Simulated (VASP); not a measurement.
Level of theory: PBE GGA, VASP's PBE PAW potentials (set 64) (plane waves; VASP).

VASP ran on this input.

**INCAR**
```
SYSTEM = Mo3Si
PREC = Accurate; ENCUT = 300; LREAL = .FALSE.
LASPH = .TRUE.
EDIFF = 1E-03; NELM = 100; ALGO = Normal
LMAXMIX = 4
ISMEAR = 1; SIGMA = 0.1
GGA = PE
IBRION = 2; NSW = 50; ISIF = 2
EDIFFG = -0.03
LWAVE = .FALSE.; LCHARG = .FALSE.
```

POSCAR:
```
Mo3Si
1
    4.8900000000     0.0000000000     0.0000000000
    0.0000000000     4.8900000000     0.0000000000
    0.0000000000     0.0000000000     4.8900000000
Si Mo
2 6
Direct
  0.4989910000   0.4996110000   0.4924510000
  0.0014710000   0.0118480000  -0.0122700000
  0.2426410000  -0.0100900000   0.4809760000
  0.4936440000   0.2610730000   0.0182150000
  0.5023240000   0.7403120000   0.0132400000
  0.7424470000  -0.0144490000   0.4912960000
  0.0044780000   0.5073860000   0.7627370000
  0.0140050000   0.5043070000   0.2533530000
```

KPOINTS:
```
Regular mesh
0
Gamma
  5 5 5
```

POTCAR, in this order: Si Mo_sv (PBE.64 set). Program: vasp_std.

Output

**OSZICAR**
```
       N       E                     dE             d eps       ncg     rms          rms(c)
DAV:   1     0.809371663507E+03    0.80937E+03   -0.43005E+04  7514   0.115E+03
DAV:   2    -0.455367597075E+02   -0.85491E+03   -0.83118E+03  7737   0.432E+02
DAV:   3    -0.817844232583E+02   -0.36248E+02   -0.35195E+02  8878   0.779E+01
DAV:   4    -0.825724674676E+02   -0.78804E+00   -0.77927E+00  8484   0.950E+00
DAV:   5    -0.825880611667E+02   -0.15594E-01   -0.15566E-01  7311   0.127E+00    0.424E+01
DAV:   6    -0.789323265248E+02    0.36557E+01   -0.13599E+01  7721   0.170E+01    0.124E+01
DAV:   7    -0.786990949704E+02    0.23323E+00   -0.14746E+00  8796   0.688E+00    0.402E+00
DAV:   8    -0.786242920579E+02    0.74803E-01   -0.77379E-01  8633   0.517E+00    0.254E+00
DAV:   9    -0.785818080858E+02    0.42484E-01   -0.19806E-01  8678   0.246E+00    0.556E-01
DAV:  10    -0.785810862830E+02    0.72180E-03   -0.16754E-02  8332   0.790E-01    0.384E-01
DAV:  11    -0.785804636604E+02    0.62262E-03   -0.50623E-03  6784   0.445E-01
   1 F= -.78580464E+02 E0= -.78580872E+02  d E =-.785805E+02
       N       E                     dE             d eps       ncg     rms          rms(c)
DAV:   1    -0.774387596715E+02    0.11423E+01   -0.31288E+02  6930   0.115E+02    0.321E+00
DAV:   2    -0.789709862570E+02   -0.15322E+01   -0.15921E+01  7867   0.220E+01    0.203E+00
DAV:   3    -0.789683078532E+02    0.26784E-02   -0.28652E-01  9018   0.300E+00    0.132E+00
DAV:   4    -0.789616483493E+02    0.66595E-02   -0.43266E-02  9037   0.131E+00    0.999E-01
DAV:   5    -0.789574294397E+02    0.42189E-02   -0.31400E-02  8451   0.111E+00    0.210E-01
DAV:   6    -0.789572489297E+02    0.18051E-03   -0.38433E-03  6429   0.395E-01
   2 F= -.78957249E+02 E0= -.78957548E+02  d E =-.376785E+00
       N       E                     dE             d eps       ncg     rms          rms(c)
DAV:   1    -0.789455067277E+02    0.11923E-01   -0.79278E+00  6930   0.183E+01    0.429E-01
DAV:   2    -0.789706092500E+02   -0.25103E-01   -0.26331E-01  7609   0.291E+00    0.233E-01
DAV:   3    -0.789708231741E+02   -0.21392E-03   -0.61389E-03  7362   0.395E-01
   3 F= -.78970823E+02 E0= -.78971554E+02  d E =-.390360E+00
       N       E                     dE             d eps       ncg     rms          rms(c)
DAV:   1    -0.788874163782E+02    0.83193E-01   -0.42523E+01  6930   0.429E+01    0.950E-01
DAV:   2    -0.790316405969E+02   -0.14422E+00   -0.15057E+00  7705   0.707E+00    0.497E-01
DAV:   3    -0.790330328721E+02   -0.13923E-02   -0.37012E-02  9352   0.101E+00    0.312E-01
DAV:   4    -0.790323158360E+02    0.71704E-03   -0.50640E-03  6726   0.467E-01
   4 F= -.79032316E+02 E0= -.79032920E+02  d E =-.614927E-01
       N       E                     dE             d eps       ncg     rms          rms(c)
DAV:   1    -0.790320582487E+02    0.97462E-03   -0.19731E-02  7553   0.867E-01    0.453E-02
DAV:   2    -0.790321058626E+02   -0.47614E-04   -0.68424E-04  4676   0.152E-01
   5 F= -.79032106E+02 E0= -.79032705E+02  d E =-.612827E-01
       N       E                     dE             d eps       ncg     rms          rms(c)
DAV:   1    -0.790376208977E+02   -0.55626E-02   -0.26301E+00  6930   0.107E+01    0.309E-01
DAV:   2    -0.790459393173E+02   -0.83184E-02   -0.90606E-02  8009   0.168E+00    0.171E-01
DAV:   3    -0.790459037613E+02    0.35556E-04   -0.29895E-03  6255   0.365E-01
   6 F= -.79045904E+02 E0= -.79046473E+02  d E =-.137979E-01
       N       E                     dE             d eps       ncg     rms          rms(c)
DAV:   1    -0.790444086541E+02    0.15307E-02   -0.15552E+00  6930   0.821E+00    0.258E-01
DAV:   2    -0.790493328553E+02   -0.49242E-02   -0.53868E-02  8163   0.128E+00    0.144E-01
DAV:   3    -0.790493203202E+02    0.12535E-04   -0.16510E-03  5538   0.280E-01
   7 F= -.79049320E+02 E0= -.79049902E+02  d E =-.172145E-01
       N       E                     dE             d eps       ncg     rms          rms(c)
DAV:   1    -0.790475114956E+02    0.18214E-02   -0.87893E-01  6930   0.614E+00    0.164E-01
DAV:   2    -0.790503167596E+02   -0.28053E-02   -0.29383E-02  7954   0.948E-01    0.838E-02
DAV:   3    -0.790503282280E+02   -0.11468E-04   -0.62675E-04  4719   0.148E-01
   8 F= -.79050328E+02 E0= -.79050899E+02  d E =-.100791E-02
       N       E                     dE             d eps       ncg     rms          rms(c)
DAV:   1    -0.790502489305E+02    0.67829E-04   -0.49927E-02  6958   0.146E+00    0.364E-02
DAV:   2    -0.790503934069E+02   -0.14448E-03   -0.15463E-03  4330   0.244E-01
   9 F= -.79050393E+02 E0= -.79050960E+02  d E =-.107309E-02
       N       E                     dE             d eps       ncg     rms          rms(c)
DAV:   1    -0.790503829472E+02   -0.13402E-03   -0.44913E-03  6228   0.442E-01    0.126E-02
DAV:   2    -0.790503982114E+02   -0.15264E-04   -0.15693E-04  3528   0.702E-02
  10 F= -.79050398E+02 E0= -.79050965E+02  d E =-.107789E-02
       N       E                     dE             d eps       ncg     rms          rms(c)
DAV:   1    -0.790503974818E+02   -0.14535E-04   -0.80368E-04  3736   0.191E-01    0.511E-03
DAV:   2    -0.790504011113E+02   -0.36295E-05   -0.39290E-05  3528   0.353E-02
  11 F= -.79050401E+02 E0= -.79050967E+02  d E =-.108079E-02
       N       E                     dE             d eps       ncg     rms          rms(c)
DAV:   1    -0.790500300780E+02    0.36740E-03   -0.21152E-01  6930   0.302E+00    0.651E-02
DAV:   2    -0.790507010516E+02   -0.67097E-03   -0.69938E-03  7776   0.475E-01
  12 F= -.79050701E+02 E0= -.79051264E+02  d E =-.299940E-03
```

### OUTCAR
```
------------------------ aborting loop because EDIFF is reached ----------------------------------------
  FORCE on cell =-STRESS in cart. coord.  units (eV):
  Direction    XX          YY          ZZ          XY          YZ          ZX
  --------------------------------------------------------------------------------------
  Total        1.4249607      1.4272033      1.4290155      0.0067294      0.0047447      0.0103438
  in kB       19.5248138     19.5555413     19.5803724      0.0922057      0.0650115      0.1417303
  external PRESSURE =      19.5535759 kB  Pullay stress =       0.0000000 kB
  volume of cell :      116.93
      direct lattice vectors                 reciprocal lattice vectors
     4.890000000  0.000000000  0.000000000     0.204498978  0.000000000  0.000000000
     0.000000000  4.890000000  0.000000000     0.000000000  0.204498978  0.000000000
     0.000000000  0.000000000  4.890000000     0.000000000  0.000000000  0.204498978
 POSITION                                       TOTAL-FORCE (eV/Angst)
 -----------------------------------------------------------------------------------
      2.44532      2.44464      2.44520        -0.003125     -0.001331     -0.001339
      0.00031      4.88982      4.88987         0.001274      0.001309      0.003114
      1.22167      0.00000      2.44452         0.004614     -0.001860     -0.001662
      2.44513      1.22227      4.88986         0.001065      0.012358     -0.000836
      2.44552      3.66779      4.88956        -0.016014     -0.019459      0.013417
      3.66725      4.88977      2.44498        -0.005322      0.006341     -0.024020
      4.88970      2.44539      3.66829         0.016243     -0.000216      0.003040
      0.00011      2.44532      1.22271         0.001265      0.002859      0.008286
 -----------------------------------------------------------------------------------
    total drift:                               -0.011545      0.021546     -0.016141
  FREE ENERGIE OF THE ION-ELECTRON SYSTEM (eV)
  ---------------------------------------------------
  free  energy   TOTEN  =       -79.0507010516 eV

  energy  without entropy=      -79.0523905586  energy(sigma->0) =      -79.05126422

 reached required accuracy - stopping structural energy minimisation
```
(Selected blocks of OUTCAR.)

**CONTCAR**
```
Mo3Si
   1.00000000000000
     4.8899999999999997    0.0000000000000000    0.0000000000000000
     0.0000000000000000    4.8899999999999997    0.0000000000000000
     0.0000000000000000    0.0000000000000000    4.8899999999999997
  Si              Mo
     2     6
Direct
     0.5000658362928269    0.4999266371764856    0.5000414700064495
     0.0000631093069895    0.9999625439901175    0.9999737622814023
     0.2498292829712809    0.0000000802400992    0.4999010773844151
     0.5000274719798673    0.2499528270632739    0.9999717973639675
     0.5001054322051779    0.7500592138332831    0.9999101330283998
     0.7499491420299323    0.9999522652627270    0.4999956167160979
     0.9999379373746066    0.5000793846256861    0.7501611374646118
     0.0000227878393161    0.5000650478083322    0.2500430057546543
```

At this cut-off the stress carries a Pulay error, which pulls relaxed volumes low.

The structure is a typed Mo3Si crystal. In the starting cell atoms are displaced from their ideal sites. This run relaxes the ions in a fixed cell. The run is one of a series of settings (EDIFF = 1E-03, EDIFFG = -0.03, IBRION = 2, NSW = 50 against the base run), some of them coarse on purpose.
